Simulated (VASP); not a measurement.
```xyz
2
Lattice="2.8800 0.0000 0.0000 0.0000 2.8800 0.0000 0.0000 0.0000 2.8800" Properties=species:S:1:pos:R:3 pbc="T T T"
Ga     1.4400     1.4400     1.4400
Co     0.0000     0.0000     0.0000
```

Level of theory: AM05 GGA, VASP's PBE PAW potentials (set 64) (plane waves; VASP). Numerical set-up: 520 eV cut-off, 11×11×11 Γ-centred mesh, first-order Methfessel-Paxton smearing of 0.10 eV, potentials Ga_d Co.

Energy and stress use the plane-wave basis of the starting cell.

The ions, cell shape and volume are relaxed. Predict the relaxed structure.

```xyz
2
Lattice="2.8373 0.0000 0.0000 0.0000 2.8373 0.0000 0.0000 0.0000 2.8373" Properties=species:S:1:pos:R:3 pbc="T T T"
Ga     1.4187     1.4187     1.4187
Co     0.0000     0.0000     0.0000
```
Space group Pm-3m (221), at a tolerance of 0.03 Å.

How do energy and volume change from the first to the last step?

The energy (σ→0) changes by -14.2 meV/atom and the volume by -4.4 %, in 3 ionic steps.

```
step  E(σ→0) (eV)  max force (eV/Å)  pressure (GPa)  volume (Å³)
----  -----------  ----------------  --------------  -----------
1        -11.3084             0.000           -8.22        23.89
2        -11.3073             0.000            9.73        21.83
3        -11.3369             0.000           -0.06        22.84
```

The compound is CoGa in the CsCl type structure. This run relaxes it. Symmetry was kept, so distortions that lower it aren't found. The run is not spin-polarised, so no magnetic state was tried.
